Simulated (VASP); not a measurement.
Input:

```
GdN
1.0
    0.00000     2.41792     2.41792
    2.41792     0.00000     2.41792
    2.41792     2.41792     0.00000
Gd N
1 1
Cartesian
  0.00000   0.00000   0.00000
  2.41792   2.41792   2.41792
```

Computed with vdW-DF-cx, VASP's PBE PAW potentials (set 64) (plane waves; VASP). Numerical set-up: 520 eV cut-off, 13×13×13 Γ-centred mesh, first-order Methfessel-Paxton smearing of 0.10 eV, potentials Gd_3 N.

The 4f electrons are frozen in the core of the lanthanide potential, so 4f levels, which can set the real gap, and their magnetism are missing.

Estimate the energy per atom (σ→0), pressure, band gap (on the k-mesh) with the smallest direct gap where there is one.

```yaml
band gap (on the k-mesh): none (metal, semimetal or under 0.01 eV)
energy per atom (σ→0): -615.5 kJ/mol of atoms
pressure: 11.76 GPa
```

The compound is GdN in the rock salt structure. This cell is one point of a volume scan, at 0.94 of the reference volume.
